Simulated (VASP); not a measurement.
Moving spin-orbit coupling in BiTe

The cell as given:

```cif
data_structure
_symmetry_space_group_name_H-M 'P 1'
_symmetry_Int_Tables_number 1
_cell_length_a 4.5750
_cell_length_b 4.5750
_cell_length_c 4.5750
_cell_angle_alpha 60.000
_cell_angle_beta 60.000
_cell_angle_gamma 60.000
_cell_volume 67.71
loop_
_atom_site_label
_atom_site_type_symbol
_atom_site_fract_x
_atom_site_fract_y
_atom_site_fract_z
_atom_site_occupancy
Bi1 Bi 0.00000 0.00000 0.00000 1
Te1 Te 0.50000 0.50000 0.50000 1
```

Kept alike: task relaxation of cell and atoms; functional PBE; k mesh 5 × 5 × 5; occupations fermi-dirac, width 0.05 eV. Program: VASP, PBE PAW files Bi_d, Te, 600 eV. The mesh is that of the run's cell of 2 atoms.

| spin-orbit coupling | volume (Å³/atom) |
| --- | --- |
| off | 34.295 |
| on | 35.827 |

The relaxations keep at least the cell's symmetry (Fm-3m). Relaxations stop with a little pressure left, so the last digits of a volume or edge aren't settled.

Question: What does spin-orbit coupling change here?

Answer: The volume runs from 34.295 (off) to 35.827 Å³/atom (on).
